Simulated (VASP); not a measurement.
Crystal: Zr2CdO.

```
Zr Cd O
1.0
     4.56064    0.00000    0.00000
     0.00000    4.56064    0.00000
     0.00000    0.00000    2.74929
Zr Cd O
2 1 1
Direct
  0.00000 0.50000 0.50000
  0.50000 0.00000 0.50000
  0.50000 0.50000 0.00000
  0.00000 0.00000 0.00000
```

The cell was built by a generator and needn't be a form met in nature.

The cell isn't the ideal one: volume scaled by 0.8.

| Property | Result |
| --- | --- |
| Program | VASP 6.6.1 |
| Task | relaxation of cell and atoms |
| Functional | PBE |
| Dispersion | TS |
| Potentials or basis | VASP PAW PBE potentials, release 64 (Zr_sv, Cd, O) |
| Cutoff | 600 eV |
| k mesh | 6 × 6 × 9 |
| Occupations | tetrahedron |
| Spin | no spin polarisation |

At the start: pressure 29.4 GPa; volume 14.30 Å³/atom.

Problem. How do energy, volume and symmetry change on relaxing?

Solution. Over 9 steps the energy falls by 221.2 meV/atom and the volume is 16.96 Å³/atom (+18.6 %); space group P4/mmm (No. 123, to 0.05 Å).

Step by step:
| step | energy change (eV) | largest force (eV/Å) | pressure (GPa) | volume (Å³) |
| --- | --- | --- | --- | --- |
| 1 | 0.0000 | 0.0000 | 29.45 | 57.18 |
| 2 | -0.0960 | 0.0000 | -16.24 | 81.80 |
| 3 | -0.8837 | 0.0000 | -1.26 | 68.53 |
| 4 | -0.8848 | 0.0000 | -0.23 | 67.95 |
| 5 | -0.8842 | 0.0000 | 0.19 | 67.72 |
| 6 | -0.8843 | 0.0000 | 0.19 | 67.72 |
| 7 | -0.8843 | 0.0000 | 0.19 | 67.72 |
| 8 | -0.8846 | 0.0000 | 0.00 | 67.83 |
| 9 | -0.8846 | 0.0000 | 0.00 | 67.83 |

Final structure:
```cif
data_structure
_symmetry_space_group_name_H-M 'P 1'
_symmetry_Int_Tables_number 1
_cell_length_a 4.8334
_cell_length_b 4.8334
_cell_length_c 2.9034
_cell_angle_alpha 90.000
_cell_angle_beta 90.000
_cell_angle_gamma 90.000
_cell_volume 67.83
loop_
_atom_site_label
_atom_site_type_symbol
_atom_site_fract_x
_atom_site_fract_y
_atom_site_fract_z
_atom_site_occupancy
Zr1 Zr 0.00000 0.50000 0.50000 1
Zr2 Zr 0.50000 0.00000 0.50000 1
Cd1 Cd 0.50000 0.50000 0.00000 1
O1 O 0.00000 0.00000 0.00000 1
```

Caveat: atom-pairwise D2, TS and ULG terms overbind metals; pairwise dispersion overbinds metals, which lowers pressure and volume; tetrahedron occupations give inexact forces and stress in metals.
